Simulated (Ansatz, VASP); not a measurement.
# Cross-check of SnSe between VASP and Ansatz, part 2 of 2

Wanted: the spread between two codes on one cell, functional and k mesh. The structure shown is the end of the Ansatz relaxation below.

VASP 6.6.1 and Ansatz 0.2.0.

So far. Step 3 (VASP: single point, PBE with D3(BJ), pair 1): The run ends at a pressure of -0.18 GPa, with forces up to 0.018 eV/Å.

### 5. Ansatz: relaxation, PBE with D3(BJ)

Level of this step: Ansatz beside VASP: Kohn-Sham DFT, plane waves, PBE with D3(BJ) (Ansatz).

This run makes the geometry at which the two programs are then compared. The cell compared in this pair holds 207.53 Å³, against 212.67 Å³ for the pair before.

The structure compared here is the end of the Ansatz relaxation.

input.yaml

```yaml
crystal:
  lattice:
    - [11.5981818225, 0.0, 0.0]
    - [0.0, 4.2045443375, 0.0]
    - [0.0, 0.0, 4.24031717]
  atoms:
    - { symbol: Sn, position: [0.118593, 0.25, 0.0925598] }
    - { symbol: Sn, position: [0.381407, 0.75, 0.5925598] }
    - { symbol: Sn, position: [0.618593, 0.25, 0.4074402] }
    - { symbol: Sn, position: [0.881407, 0.75, 0.9074402] }
    - { symbol: Se, position: [0.8572655, 0.25, 0.4773824] }
    - { symbol: Se, position: [0.6427345, 0.75, 0.9773824] }
    - { symbol: Se, position: [0.3572655, 0.25, 0.0226176] }
    - { symbol: Se, position: [0.1427345, 0.75, 0.5226176] }
kpoints:
  mp_grid: { grid: [3, 7, 6] }
scf:
  occupations: { method: fermi_dirac, width: 0.02 }
hamiltonian:
  xc: pbe
  pseudopotentials: { kind: paw, azcp: { folder: soft_1 } }
  dispersion: d3bj
basis:
  ecutwfc: 600
output:
  forces: true
  stress: true
  write_density: true
  write_potential: true
  elf: true
  volumetric_format: npy
relax:
  f_tol: 0.005
  max_steps: 70
  cell: { stress_tol: 0.02, p_target: 0, fix: [c, alpha, beta, gamma] }
```

Command:

```bash
$ ansatz run input.yaml --threads 4 --pin off --max-ram 10240MiB --backend cpu --events-out ev --progress --plain --runs-dir out
```

Numbers of over 12 decimals in the logs are rounded to 6 here.

The program printed:

```text
[...]
Crystal: 8 atoms, lattice volume = 206.779 Å³
Basis set: ecut = 600 eV, 6899 PW (Γ), exchange–correlation on 192×72×72 points (8 copies of the dense FFT grid, shifted against one another)
Bands: 72, of which v1, the nominal top of the filled ones, is band 60 counted from 1 (59 counted from 0)
Symmetry: 8 space group operations
[...]
k-points: 32 of 126
[...]
- [0, 0, 4.24031717]
  atoms:
    - { symbol: Sn, position: [0.120479, 0.25, 0.071591] }
    - { symbol: Sn, position: [0.379521, 0.75, 0.571591] }
    - { symbol: Sn, position: [0.620479, 0.25, 0.428409] }
    - { symbol: Sn, position: [0.879521, 0.75, 0.928409] }
    - { symbol: Se, position: [0.857934, 0.25, 0.480431] }
    - { symbol: Se, position: [0.642066, 0.75, 0.980431] }
    - { symbol: Se, position: [0.357934, 0.25, 0.019569] }
    - { symbol: Se, position: [0.142066, 0.75, 0.519569] }
[key lines of the parts left out:]
SCF converged after 9 iterations
Free energy (F): -45979.854974 eV
Fermi energy:    9.482803 eV
P = ⅓ Tr σ = 0.2946 GPa (2.946 kbar)
```

### 6. VASP: single point, PBE with D3(BJ), pair 2

The same cell, functional, mesh and smearing now go to VASP, with its own data sets.

INCAR

```
SYSTEM = SnSe
PREC = Accurate
ENCUT = 500
EDIFF = 1E-06
NELM = 120
ISMEAR = -1
SIGMA = 0.02
LREAL = .FALSE.
ALGO = Normal
GGA = PE
IVDW = 12
NBANDS = 49
LORBIT = 11
LWAVE = .FALSE.
LCHARG = .FALSE.
ISIF = 2
LASPH = .TRUE.
GGA_COMPAT = .FALSE.
EFERMI = MIDGAP
KPAR = 2
```

POSCAR

```
SnSe
1.0
   11.5645983756      0.0000000000      0.0000000000
    0.0000000000      4.2319789755      0.0000000000
    0.0000000000      0.0000000000      4.2403171700
Sn Se
4 4
Direct
    0.1204788671      0.2500000000      0.0715908349
    0.3795211329      0.7500000000      0.5715908349
    0.6204788671      0.2500000000      0.4284091651
    0.8795211329      0.7500000000      0.9284091651
    0.8579339806      0.2500000000      0.4804312339
    0.6420660194      0.7500000000      0.9804312339
    0.3579339806      0.2500000000      0.0195687661
    0.1420660194      0.7500000000      0.5195687661
```

KPOINTS

```
Automatic mesh
0
Gamma
3 7 6
0 0 0
```

PAW data sets: Sn_d and Se (PBE family, release 64).

Command:

```bash
$ mpirun -np 2 vasp_std
```

The program printed:

```text
[... set-up lines as in an earlier step ...]
 entering main loop
       N       E                     dE             d eps       ncg     rms          rms(c)
DAV:   1     0.867534600633E+03    0.86753E+03   -0.36049E+04  3338   0.208E+03
DAV:   2     0.117476195703E+03   -0.75006E+03   -0.72735E+03  3136   0.601E+02
DAV:   3    -0.236754981272E+02   -0.14115E+03   -0.13480E+03  3747   0.204E+02
DAV:   4    -0.331484040515E+02   -0.94729E+01   -0.93162E+01  3698   0.535E+01
[...]
DAV:  11    -0.327330098880E+02   -0.60561E-04   -0.30552E-04  4107   0.971E-02    0.210E-02
DAV:  12    -0.327329958939E+02    0.13994E-04   -0.37724E-05  3922   0.327E-02    0.879E-03
DAV:  13    -0.327329958933E+02    0.55297E-09   -0.61214E-06  3017   0.871E-03
   1 F= -.35714781E+02 E0= -.35714781E+02  d E =-.153049E-06
```

Parts of OUTCAR (step 6):

```text
 Edisp (eV)   -2.98179

  Total       0.06956     0.05325     1.16680     0.00000     0.00000     0.00000
  in kB       0.53707     0.41110     9.00810     0.00000     0.00000     0.00000
  external pressure =        3.32 kB  Pullay stress =        0.00 kB

 POSITION                                       TOTAL-FORCE (eV/Angst)
 -----------------------------------------------------------------------------------
      1.39329      1.05799      0.30357        -0.012994      0.000000     -0.006716
      4.38901      3.17398      2.42373         0.012994     -0.000000     -0.006716
      7.17559      1.05799      1.81659        -0.012994     -0.000000      0.006716
     10.17131      3.17398      3.93675         0.012994      0.000000      0.006716
      9.92166      1.05799      2.03718         0.010723     -0.000000     -0.007323
      7.42524      3.17398      4.15734        -0.010723     -0.000000     -0.007323
      4.13936      1.05799      0.08298         0.010723     -0.000000      0.007323
      1.64294      3.17398      2.20314        -0.010723      0.000000      0.007323
 -----------------------------------------------------------------------------------
    total drift:                                0.000000      0.000000      0.000000

  FREE ENERGIE OF THE ION-ELECTRON SYSTEM (eV)
  ---------------------------------------------------
  free  energy   TOTEN  =       -35.7147812255 eV

  energy  without entropy=      -35.7147810724  energy(sigma->0) =      -35.71478115

[... 1 part as in an earlier step ...]

[... 2 further parts left out ...]
[key lines of the parts left out:]
E-fermi :   5.9793
```

The run ends at a pressure of 0.33 GPa, with forces up to 0.015 eV/Å.

### 7. Side by side

What differs besides the data sets and the points named for the pairs above, as far as they apply: the data sets hold 120 valence electrons in Ansatz (on its PAW soft_1 files) and 80 in VASP. Total energies have different zeros and are not compared.

Compared:

```
              quantity  Ansatz   VASP  difference
        pressure (GPa)    0.29   0.33       -0.04
gap on the k mesh (eV)   0.465  0.456      +0.009
```

At this near-relaxed geometry the largest component of a force difference is 13 meV/Å. A gap on the mesh is an upper bound, since the band edges may lie between its points.

### 8. Summary of results

| Item | Value |
| --- | --- |
| difference in gap on the k mesh (single point, PBE with D3(BJ), pair 1) | 0.0031 eV |
| r.m.s. force difference (single point, PBE with D3(BJ), pair 1) | 9.5 meV/Å |
| difference in gap on the k mesh (single point, PBE with D3(BJ), pair 2) | 0.0091 eV |
| r.m.s. force difference (single point, PBE with D3(BJ), pair 2) | 8.1 meV/Å |

**Reading.** The r.m.s. force difference is 9.5 meV/Å (single point, PBE with D3(BJ), pair 1), within the 12 meV/Å picked in this series as the mark of a large difference. The data sets hold unlike numbers of valence electrons (120 in Ansatz and 80 in VASP), so part of the differences comes from the potentials. How closely two codes agree says nothing of how well the functional describes the real material.

[Lines on the potential files, build, host, timing and source positions are cut from VASP's logs without a mark.]

[Logs are printed without paths, hosts, clocks, repeated set-up lines and the standing remarks that a program may print on its own settings, such as how far it seeks lower states.]

[Hosts, paths, dates, database ids (printed as entryN), source tags and the programs' standing remarks are cut or masked in the printed files.]
